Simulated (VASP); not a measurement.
Here is a VASP 6.6.1 calculation.

File INCAR:

```
SYSTEM = ZrReF
PREC     = Accurate       ! precision mode
ENCUT    = 520            ! plane-wave cutoff, eV
EDIFF    = 1E-6           ! SCF threshold, eV
ISMEAR   = 0              ! smearing method
SIGMA    = 0.05           ! smearing width, eV
LREAL    = .False.        ! projectors in reciprocal space
LASPH    = .True.         ! aspherical terms in the spheres
NELM     = 80             ! most SCF steps
ALGO     = Normal         ! electronic algorithm
ISIF     = 2              ! what is computed and relaxed
LWAVE    = .False.        ! write WAVECAR
LCHARG   = .False.        ! write CHGCAR
GGA      = RP             ! functional
IBRION   = 2              ! ionic algorithm
NSW      = 60             ! ionic steps
EDIFFG   = -0.01          ! ionic threshold
```

File KPOINTS:

```
Automatic mesh
0
Gamma
  9 9 4
  0 0 0
```

The input POSCAR:

```
ZrReF
1.0
    2.8274673000      0.0000000000      0.0000000000
    0.0000000000      2.8274673000      0.0000000000
    0.0000000000      0.0000000000      6.8803522300
Zr Re F
1 1 1
Direct
    0.5000000000      0.5000000000      0.8060067500
    0.0000000000      0.0000000000      0.6298399700
    0.5000000000      0.5000000000      0.5182283500
```

Potentials or basis: VASP PAW PBE potentials, release 64 (Zr_sv, Re, F).

Launch:

```console
$ cat potpaw_PBE.64/Zr_sv/POTCAR potpaw_PBE.64/Re/POTCAR potpaw_PBE.64/F/POTCAR > POTCAR
$ mpirun -np 1 vasp_std > vasp.out
```

Question: Predict the energy gained by relaxing.

Answer: 3089.2 meV/atom.

Question: What does it give for the band gap on the k mesh?

Answer: None (metal or under the smearing width).

Stress tensor (GPa, compression positive):
```
0.97 0.00 0.00
0.00 0.97 0.00
0.00 0.00 2.63
```

Caveat: the PAW data sets were made with another functional, which shifts forces and pressure a little. The run has no spin-orbit coupling, so splittings on Re are missing.
